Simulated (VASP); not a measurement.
A 1×1 slab of Ge (diamond) (111) against its thickness and the width of the vacuum, ions relaxed. Calculation: PBE GGA, VASP's PBE PAW potentials (set 64) (plane waves; VASP 6.6.1).

Slab and bulk use different k-meshes, so the surface energy is good to a few per cent at best. The slab is cut between the close planes, which leaves three loose bonds an atom; the usual cut leaves one.

| slab and vacuum | surface energy (J/m²) | work function (eV) |
|---|---|---|
| 6 layers, 4 Å | [?] | [?] |
| 6 layers, 6 Å | 1.82 | 4.95 |
| 6 layers, 8 Å | 1.82 | 5.01 |
| 6 layers, 10 Å | 1.82 | 5.01 |
| 2 layers, 15 Å | 1.80 | 5.11 |
| 4 layers, 15 Å | 1.86 | 4.92 |
| 6 layers, 15 Å | 1.82 | 5.01 |
| 8 layers, 15 Å | 1.83 | 5.12 |
| 10 layers, 15 Å | 1.83 | 5.10 |
| 12 layers, 15 Å | [?] | [?] |
| 6 layers, 20 Å | 1.82 | 5.02 |
| 6 layers, 30 Å | 1.82 | 5.01 |

Question: Fill in the missing entries.

Answer: 
- 6 layers, 4 Å, surface energy (J/m²): 1.78
- 6 layers, 4 Å, work function (eV): 4.19
- 12 layers, 15 Å, surface energy (J/m²): 1.82
- 12 layers, 15 Å, work function (eV): 5.09

Runs of the series that failed, ran out of time, didn't relax or are held back are left out.

The cell is a thin slab with vacuum, built from Ge (diamond).
